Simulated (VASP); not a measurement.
Consider the following.

```
GeSe2
1.0
   -2.66042     2.66042     4.52121
    2.66042    -2.66042     4.52121
    2.66042     2.66042    -4.52121
Ge Se
2 4
Direct
  0.50000   0.50000   0.00000
  0.25000   0.75000   0.50000
  0.21901   0.21901   0.00000
  0.96901   0.46901   0.50000
  0.53099   0.03099   0.50000
  0.78099   0.78099   0.00000
```

Computed with PBEsol GGA, VASP's PBE PAW potentials (set 64) (plane waves; VASP). Settings: 400 eV cut-off, Gaussian smearing of 0.050 eV, potentials Ge_d Se.

Predict the band gap (along the path) with the smallest direct gap where there is one.

```
Item                                                          Value
-------------------------  ----------------------------------------
band gap (along the path)  none (metal, semimetal or under 0.01 eV)
```

The absolute energy has meaning only against runs of the same code, potentials and settings.

The structure was generated: GeSe2 was put into the anatase type (I4_1/amd), which need not be its known phase. It was relaxed first, which changed the volume by -9 %.
